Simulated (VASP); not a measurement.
VASP runs on HfGe$_{2}$ (space group Cmcm) share one base input (LDA (Ceperley-Alder, Perdew-Zunger), plane waves, VASP's LDA PAW potentials (set 64)) and change the settings named in each case.

### INCAR
```
SYSTEM=HfGe2
PREC=Accurate; ENCUT=300; LREAL=.False.
LASPH=.True.
EDIFF=1E-6; NELM=100; ALGO=Normal
LMAXMIX=6
ISMEAR=-1; SIGMA=0.136
ISIF=2
LWAVE=.False.; LCHARG=.False.
```

### POSCAR
```
HfGe2
1
    1.9077000000    -7.5020000000     0.0000000000
    1.9077000000     7.5020000000     0.0000000000
    0.0000000000     0.0000000000     3.7798000000
Hf Ge
2 4
Direct
  0.8940000000   0.1060000000   0.2500000000
  0.1060000000   0.8940000000   0.7500000000
  0.2500000000   0.7500000000   0.2500000000
  0.7500000000   0.2500000000   0.7500000000
  0.5590000000   0.4410000000   0.2500000000
  0.4410000000   0.5590000000   0.7500000000
```

KPOINTS:
```
Automatic mesh
0
G
4 4 4
```

POTCAR, in this order: Hf_pv Ge_d (LDA.64 set). Program: vasp_std.

```tsv
change	E(σ→0) (eV/atom)	pressure (GPa)	−TS (eV)
base run	-7.5741	-7.92	-0.1402
GGA = PS, POTCAR Hf_pv Ge_d (PBE.64 set)	-7.3333	-4.98	-0.1400
GGA_COMPAT = .FALSE., LNONCOLLINEAR = .TRUE., LSORBIT = .TRUE., MAGMOM = 0.0 0.0 0.0 0.0 0.0 0.0 0.0 0.0 0.0 0.0 0.0 0.0 0.0 0.0 0.0 0.0 0.0 0.0, program vasp_ncl	-7.8161	-8.05	-0.1376
KPOINTS 6×6×6 Γ-centred mesh	-7.5855	-8.13	-0.1058
```
 Energies of different potentials or functionals have different zeros.  Unless said otherwise, spin-orbit coupling is left out, though it shifts the bands of the heavy elements here. At 300 eV the pressure can carry a Pulay error.

Left out are runs that ran out of time, are held back, or changed the cell or the kind of run, fixed moments of cells without a moment, rows past the twelfth, gaps on odd meshes, pressures of charged cells and columns that move by less than the noise.

The structure comes from a measured HfGe2 entry of the Crystallography Open Database, whose conditions weren't checked. The cell was not relaxed at this level.
